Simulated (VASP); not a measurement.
Energy against volume of ZnSe (zinc blende). Computed with TPSS meta-GGA, VASP's PBE PAW potentials (set 64) (plane waves; VASP 6.6.1). Run with 520 eV cut-off, 8×8×8 Γ-centred mesh, Gaussian smearing of 0.050 eV, potentials Zn Se.

| V (Å³/atom) | E (eV/atom) |
|---|---|
| 21.842 | -11.06634 |
| 22.539 | -11.08168 |
| 23.236 | -11.08785 |
| 23.933 | -11.08638 |

Question: Fit these four points and predict the energy of the run at 24.630 Å³/atom.

Answer: A cubic in V^(−2/3), the third-order Birch-Murnaghan form, passes through the four points with V0 = 23.43 Å³/atom and B0 = 56 GPa, and gives -11.0785 eV/atom there. The run gave -11.0782 eV/atom, +0.3 meV/atom from the fit; all five points give B0 = 57 GPa.

The compound is ZnSe in the zinc blende structure. It was relaxed first.
